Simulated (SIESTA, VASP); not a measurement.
A VASP calculation is set up with these files.

### KPOINTS
```
Automatic mesh
0
Gamma
7 7 7
0 0 0
```

### INCAR
```
# general
SYSTEM =Nb3Au2
PREC   =Accurate
ENCUT  =300
LREAL  =F
LASPH  =T

# electronic loop
EDIFF  =1E-6
NELM   =100
ALGO   =Normal
LMAXMIX=6

# smearing
ISMEAR =0
SIGMA  =0.2

# functional
GGA    =PS

# ions
ISIF   =2

# output
LWAVE  =F
LCHARG =F
```

File POSCAR:
```
Nb3Au2
1
   -1.6736490000     1.6736490000     7.5076820000
    1.6736490000    -1.6736490000     7.5076820000
    1.6736490000     1.6736490000    -7.5076820000
Nb Au
3 2
Direct
  0.0000000000   0.0000000000   0.0000000000
  0.3992400000   0.3992400000   0.0000000000
  0.6007600000   0.6007600000   0.0000000000
  0.1997700000   0.1997700000   0.0000000000
  0.8002300000   0.8002300000   0.0000000000
```

POTCAR, in this order: Nb_sv Au (PBE.64 set). Program: vasp_std.

Task: Write an input for SIESTA that does the same calculation.

Result: One input that does it (GGA PBEsol, numerical atomic orbitals DZP, PseudoDojo PBEsol standard norm-conserving potentials (rewritten from UPF to PSML)):
```
# files in the folder: Nb.psml Au.psml (PseudoDojo PBEsol standard)
SystemName  Nb3Au2
SystemLabel Nb3Au2

NumberOfAtoms                5
NumberOfSpecies              2
%block ChemicalSpeciesLabel
  1 41 Nb
  2 79 Au
%endblock ChemicalSpeciesLabel
LatticeConstant              1.0 Ang
%block LatticeVectors
    -1.673649000    1.673649000    7.507682000
     1.673649000   -1.673649000    7.507682000
     1.673649000    1.673649000   -7.507682000
%endblock LatticeVectors
AtomicCoordinatesFormat      Ang
%block AtomicCoordinatesAndAtomicSpecies
     0.000000000    0.000000000    0.000000000  1
    -0.000000000    0.000000000    5.994733923  1
    -0.000000000    0.000000000    9.020630077  1
     0.000000000   -0.000000000    2.999619266  2
    -0.000000000    0.000000000   12.015744734  2
%endblock AtomicCoordinatesAndAtomicSpecies

XC.functional                GGA
XC.authors                   PBEsol
PAO.BasisSize                DZP
PAO.EnergyShift              0.01 Ry
MeshCutoff                   400 Ry
%block kgrid.MonkhorstPack
    7   0   0  0.0
    0   7   0  0.0
    0   0   7  0.0
%endblock kgrid.MonkhorstPack
OccupationFunction           MP
OccupationMPOrder            0
ElectronicTemperature        2320.9 K

MaxSCFIterations             150
SCF.Mixer.Method             Pulay
SCF.Mixer.Weight             0.1
SCF.Mixer.History            6
SCF.DM.Tolerance             1.0E-05
Diag.ParallelOverK           true
WriteForces                  true
```
Both are inputs of real runs that ended normally. What can't carry over is the choice of potentials or basis and its cut-off, and each code's defaults.

The structure comes from a computed database's Nb3Au2 entry; how it stands against other phases isn't given here. The cell was not relaxed at this level, and its volume differs by -5.9 % from the start's.
